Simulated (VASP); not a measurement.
Energy against volume of KMgF3 (cubic perovskite). Calculation: revPBE GGA, VASP's PBE PAW potentials (set 64) (plane waves; VASP). Numerical set-up: 520 eV cut-off, 6×6×6 Γ-centred mesh, Gaussian smearing of 0.050 eV, potentials K_sv Mg F.

```json
[
 {"V (Å³/atom)": "13.036", "E (eV/atom)": "-4.64206"},
 {"V (Å³/atom)": "13.452", "E (eV/atom)": "-4.65102"},
 {"V (Å³/atom)": "13.868", "E (eV/atom)": "-4.65443"},
 {"V (Å³/atom)": "14.284", "E (eV/atom)": "-4.65318"}
]
```

Problem. Fit these four points and predict the energy of the run at 14.700 Å³/atom.

Solution. A cubic in V^(−2/3), the third-order Birch-Murnaghan form, passes through the four points with V0 = 13.95 Å³/atom and B0 = 58 GPa, and gives -4.6480 eV/atom there. The run gave -4.6479 eV/atom, +0.1 meV/atom from the fit; all five points give B0 = 59 GPa.

The compound is KMgF3 in the cubic perovskite structure. It was relaxed first, which changed the volume by +10 %.
